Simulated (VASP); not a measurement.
Input:

```
CELL_PARAMETERS angstrom
     -1.71970     1.71970     4.20904
      1.71970    -1.71970     4.20904
      1.71970     1.71970    -4.20904
ATOMIC_POSITIONS crystal
  Y  0.00000 0.00000 0.00000
  B  0.33530 0.33530 0.00000
  B  0.66470 0.66470 0.00000
```

Computed with PBE GGA, VASP's PBE PAW potentials (set 64) (plane waves; VASP). Run with 520 eV cut-off, 11×11×11 Γ-centred mesh, first-order Methfessel-Paxton smearing of 0.10 eV, potentials Y_sv B.

Question: Predict the energy per atom (σ→0), pressure, band gap (on the k-mesh) with the smallest direct gap where there is one.

Answer: 
| Quantity | Result |
|---|---|
| band gap (on the k-mesh) | none (metal, semimetal or under 0.01 eV) |
| energy per atom (σ→0) | -5.267 eV/atom |
| pressure | -8.32 GPa |

The structure was generated: YB2 was put into the MoSi2 type (I4/mmm), which need not be its known phase. The cell was not relaxed at this level. The electron count is odd and the run is not spin-polarised, which forces a metal.
